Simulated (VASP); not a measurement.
Given:

```yaml
crystal:
  lattice:
    - [0.00000, 2.07058, 2.07058]
    - [2.07058, 0.00000, 2.07058]
    - [2.07058, 2.07058, 0.00000]
  atoms:
    - { symbol: Ag, position: [0.00000, 0.00000, 0.00000] }
```

Method: PBE GGA, VASP's PBE PAW potentials (set 64) (plane waves; VASP). Numerical set-up: 400 eV cut-off, Gaussian smearing of 0.050 eV, potentials Ag.

Question: Predict the band gap (along the path) with the smallest direct gap where there is one.

Answer: 
```
Property                                                      Value
-------------------------  ----------------------------------------
band gap (along the path)  none (metal, semimetal or under 0.01 eV)
```

The compound is Ag in the fcc structure. It was relaxed first.
